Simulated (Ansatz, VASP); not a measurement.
Given: the input of a run of Ansatz 0.2.0 on Be4CuSi. Atoms were shifted at random by some hundredths of an Å from the given cell, which wasn't relaxed again for these runs. The cell comes from a database or a generator and needn't be the stable form of this composition.

input.yaml

```yaml
crystal:
  lattice:
    - [0.0, 3.059272, 3.059272]
    - [3.059272, 0.0, 3.059272]
    - [3.059272, 3.059272, 0.0]
  atoms:
    - { symbol: Cu, position: [0.265737, 0.242428, 0.244912] }
    - { symbol: Si, position: [0.01076, 0.013786, -0.019672] }
    - { symbol: Be, position: [0.124968, 0.624345, 0.627665] }
    - { symbol: Be, position: [0.612086, 0.607402, 0.6468] }
    - { symbol: Be, position: [0.622896, 0.624212, 0.129848] }
    - { symbol: Be, position: [0.611689, 0.11834, 0.636272] }
hamiltonian:
  xc: pbe
  pseudopotentials: { kind: paw }
kpoints:
  mp_grid: { grid: [8, 8, 8] }
scf:
  occupations: { method: fermi_dirac, width: 0.05 }
output:
  forces: true
  stress: true
  eigenvalues: true
```

Potentials or basis: Ansatz PAW.

Command:

```console
$ ansatz run input.yaml --threads 2 --pin off --max-ram 5120MiB --backend cpu --events-out ev --progress --plain --runs-dir out
```

Q: Translate it to VASP 6.6.1. Potentials or basis there: PBE PAW files Be, Cu, Si, 520 eV.

A: As run (cutoffs and basis follow the program's own potentials, and thresholds, step limits or extra output files can differ):

File INCAR:

```
SYSTEM = Be4CuSi
PREC = Accurate
ENCUT = 520
EDIFF = 1E-7
ISMEAR = -1
SIGMA = 0.05
LREAL = .FALSE.
LASPH = .TRUE.
NELM = 80
ALGO = Normal
ISIF = 2
LWAVE = .FALSE.
LCHARG = .TRUE.
GGA = PE
LELF = .TRUE.
LVHAR = .TRUE.
NBANDS = 20
```

The input KPOINTS:

```
regular mesh
0
G
  8 8 8
  0 0 0
```

POSCAR

```
Be4CuSi
1.0
    0.0000000000      3.0592720000      3.0592720000
    3.0592720000      0.0000000000      3.0592720000
    3.0592720000      3.0592720000      0.0000000000
Cu Si Be
1 1 4
Direct
    0.2657370000      0.2424280000      0.2449120000
    0.0107600000      0.0137860000     -0.0196720000
    0.1249680000      0.6243450000      0.6276650000
    0.6120860000      0.6074020000      0.6468000000
    0.6228960000      0.6242120000      0.1298480000
    0.6116890000      0.1183400000      0.6362720000
```

Potentials or basis: VASP PAW PBE potentials, release 64 (Cu, Si, Be).

Launch:

```sh
$ cat potpaw_PBE.64/Cu/POTCAR potpaw_PBE.64/Si/POTCAR potpaw_PBE.64/Be/POTCAR > POTCAR
$ mpirun -np 1 vasp_std > vasp.out
```

Both were run:

|  | Ansatz | VASP |
| --- | --- | --- |
| Pressure | 0.2 GPa | 0.3 GPa |
| Largest force | 0.532 eV/Å | 0.535 eV/Å |

Ansatz's pressure holds a Pulay term of +0.06 GPa for its cutoff of 420 eV, which the other run lacks.

The potentials hold 31 and 23 valence electrons a cell.

Where Ansatz's input types no cutoff or centring, it takes its own default and a Γ-centred mesh.

Pressure is positive in compression.
